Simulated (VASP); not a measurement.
# SrB: energy against volume and a worked fit

Symmetry: Pm-3m, No. 221, cubic system. The conventional cell has a = 3.501 Å, b = 3.501 Å, c = 3.501 Å, α = 90.00°, β = 90.00°, γ = 90.00°. Around Sr (site symmetry m-3m) lie 8 B at 3.03 Å. B (site symmetry m-3m) is surrounded by 8 Sr at 3.03 Å.

The cell comes from a database or a generator and needn't be the stable form of this composition.

The cell was scaled at fixed shape and fractions and run with VASP, PBE PAW files B, Sr_sv, 520 eV; PBE, k mesh 8 × 8 × 8 on the cell of 2 atoms, fermi-dirac occupations of 0.05 eV, no spin polarisation, no spin-orbit coupling. Energies are those that the program minimises, any entropy of the smearing included. For a metal such a mesh isn't converged to the digits shown.

```csv
V (Å³/atom),energy over the lowest row (meV/atom)
20.1671,13.590
20.5962,6.148
21.0253,?
21.4544,0.000
21.8835,0.750
22.3126,3.736
22.7417,8.739
```

Task: Fit the third-order Birch-Murnaghan form, give V0, B0 and B′, and predict the energy left open.

Result: With y = (V0/V)^(2/3), E = E0 + (9 V0 B0/16) [(y - 1)³ B′ + (y - 1)² (6 - 4y)]. Least squares through the rows shown give V0 = 21.5318 Å³/atom, E0 = -0.040 meV, B0 = 45.31 GPa (1 eV/Å³ = 160.218 GPa) and B′ = 3.97, with a largest miss of 0.002 meV. At V = 21.0253 the form with these constants gives 1.712 meV; the run gave 1.711 meV an atom.
